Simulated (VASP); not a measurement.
Given:

```yaml
crystal:
  lattice:
    - [-1.60350, 1.60350, 3.90073]
    - [1.60350, -1.60350, 3.90073]
    - [1.60350, 1.60350, -3.90073]
  atoms:
    - { symbol: Si, position: [0.66545, 0.66545, 0.00000] }
    - { symbol: Si, position: [0.33455, 0.33455, 0.00000] }
    - { symbol: W, position: [0.00000, 0.00000, 0.00000] }
```

Computed with r2SCAN+rVV10, VASP's PBE PAW potentials (set 64) (plane waves; VASP). Numerical set-up: 520 eV cut-off, 15×15×15 Γ-centred mesh, tetrahedra with Blöchl corrections, potentials Si W_sv.

Unless said otherwise, spin-orbit coupling is left out, though it shifts the bands of the heavy elements here.

Task: What does the run give for the energy per atom (σ→0), band gap (over mesh and band path) with the smallest direct gap where there is one?

Result: 
```
Property                                                               Value
----------------------------------  ----------------------------------------
band gap (over mesh and band path)  none (metal, semimetal or under 0.01 eV)
energy per atom (σ→0)                                        -23.177 eV/atom
```

The absolute energy has meaning only against runs of the same code, potentials and settings.

The compound is WSi2 in the MoSi2 type structure. It was relaxed first.
